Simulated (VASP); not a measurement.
Input of a VASP 6.6.1 run:

Contents of POSCAR:

```
Al                                      
1.0
    0.0000000000      2.0080141416      2.0080141416
    2.0080141416      0.0000000000      2.0080141416
    2.0080141416      2.0080141416      0.0000000000
  Al            
     1
Direct
     0.0000000000000000    0.0000000000000000    0.0000000000000000
```

The input INCAR.step1:

```
SYSTEM = Al
PREC = Accurate ; ENCUT = 520
EDIFF = 1E-7 ; ISMEAR = 0
SIGMA = 0.1 ; LREAL = .False.
LASPH = .True. ; NELM = 100
ALGO = Normal ; ISIF = 2
LWAVE = .False. ; LCHARG = .True.
MAGMOM = 0 0 0 ; LSORBIT = .True.
GGA_COMPAT = .False. ; GGA = PS
NBANDS = 14 ; KPAR = 4
```

The input KPOINTS.step1:

```
regular mesh
0
Gamma
  18 18 18
  0 0 0
```

File INCAR.step2:

```
SYSTEM = Al
PREC = Accurate ; ENCUT = 520
EDIFF = 1E-7 ; ISMEAR = -5
SIGMA = 0.1 ; LREAL = .False.
LASPH = .True. ; NELM = 100
ALGO = Normal ; ISIF = 2
LWAVE = .False. ; LCHARG = .False.
MAGMOM = 0 0 0 ; LORBIT = 11
LSORBIT = .True. ; GGA_COMPAT = .False.
GGA = PS ; NBANDS = 14
KPAR = 4 ; NEDOS = 2001
ICHARG = 11
```

KPOINTS.step2

```
regular mesh
0
Gamma
  27 27 27
  0 0 0
```

Potentials or basis: VASP PAW PBE potentials, release 64 (Al).

Launch:

```console
$ cat potpaw_PBE.64/Al/POTCAR > POTCAR
$ cp INCAR.step1 INCAR
$ cp KPOINTS.step1 KPOINTS
$ mpirun -np 4 vasp_ncl > vasp.out
$ cp INCAR.step2 INCAR
$ cp KPOINTS.step2 KPOINTS
$ mpirun -np 4 vasp_ncl > vasp.out
```

Problem. What does it give for the net moment?

Solution. 0.00 μB per cell.

Moments on the atoms (μB; x, y, z):
```
Al  0.00 0.00 0.00
```
